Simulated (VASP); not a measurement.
Calculation: PBE GGA, VASP's PBE PAW potentials (set 64) (plane waves; VASP).

The input files of a VASP run:

**INCAR**
```
SYSTEM = Pb
PREC = Accurate; ENCUT = 520; LREAL = .FALSE.
LASPH = .TRUE.
EDIFF = 1E-7; NELM = 100; ALGO = Normal
LMAXMIX = 4
ISMEAR = 1; SIGMA = 0.1
GGA = PE
ISIF = 2
LWAVE = .FALSE.; LCHARG = .FALSE.
```

**KPOINTS**
```
K-points
0
G
13 13 13
```

### POSCAR
```
Pb
1.0
  0.0000000000   2.4623284248   2.4623284248
  2.4623284248   0.0000000000   2.4623284248
  2.4623284248   2.4623284248   0.0000000000
Pb
1
Direct
  0.0000000000   0.0000000000   0.0000000000
```

POTCAR, in this order: Pb_d (PBE.64 set). Program: vasp_std.

Output

### OSZICAR
```
       N       E                     dE             d eps       ncg     rms          rms(c)
DAV:   1     0.100867329519E+03    0.10087E+03   -0.74199E+03  1870   0.148E+03
DAV:   2     0.102130309760E+01   -0.99846E+02   -0.97723E+02  1887   0.322E+02
DAV:   3    -0.344917564808E+01   -0.44705E+01   -0.44450E+01  2214   0.800E+01
DAV:   4    -0.354939836240E+01   -0.10022E+00   -0.10019E+00  2225   0.128E+01
DAV:   5    -0.355341805691E+01   -0.40197E-02   -0.40196E-02  2316   0.235E+00    0.544E-01
DAV:   6    -0.354383976966E+01    0.95783E-02   -0.15325E-02  2247   0.239E+00    0.270E-01
DAV:   7    -0.354147413111E+01    0.23656E-02   -0.66979E-03  2214   0.150E+00    0.888E-02
DAV:   8    -0.354140159380E+01    0.72537E-04   -0.40152E-04  2188   0.383E-01    0.103E-02
DAV:   9    -0.354139741090E+01    0.41829E-05   -0.10921E-05  2516   0.619E-02    0.526E-03
DAV:  10    -0.354139583055E+01    0.15803E-05   -0.10642E-06  1998   0.134E-02    0.369E-04
DAV:  11    -0.354139585400E+01   -0.23452E-07   -0.36188E-08  1272   0.353E-03
   1 F= -.35413959E+01 E0= -.35414821E+01  d E =0.258839E-03
```

**OUTCAR**
```
------------------------ aborting loop because EDIFF is reached ----------------------------------------
  FORCE on cell =-STRESS in cart. coord.  units (eV):
  Direction    XX          YY          ZZ          XY          YZ          ZX
  --------------------------------------------------------------------------------------
  Total        0.5838321      0.5838321      0.5838321      0.0000000     -0.0000000      0.0000000
  in kB       31.3278518     31.3278518     31.3278518      0.0000000     -0.0000000      0.0000000
  external PRESSURE =      31.3278518 kB  Pullay stress =       0.0000000 kB
  volume of cell :       29.86
      direct lattice vectors                 reciprocal lattice vectors
     0.000000000  2.462328425  2.462328425    -0.203059834  0.203059834  0.203059834
     2.462328425  0.000000000  2.462328425     0.203059834 -0.203059834  0.203059834
     2.462328425  2.462328425  0.000000000     0.203059834  0.203059834 -0.203059834
 POSITION                                       TOTAL-FORCE (eV/Angst)
 -----------------------------------------------------------------------------------
      0.00000      0.00000      0.00000         0.000000      0.000000     -0.000000
 -----------------------------------------------------------------------------------
    total drift:                               -0.000000     -0.000000     -0.000000
  FREE ENERGIE OF THE ION-ELECTRON SYSTEM (eV)
  ---------------------------------------------------
  free  energy   TOTEN  =        -3.5413958540 eV

  energy  without entropy=       -3.5416546929  energy(sigma->0) =       -3.54148213
```
(Selected blocks of OUTCAR.)

The compound is Pb in the fcc structure. This cell is one point of a volume scan, at 0.94 of the reference volume.
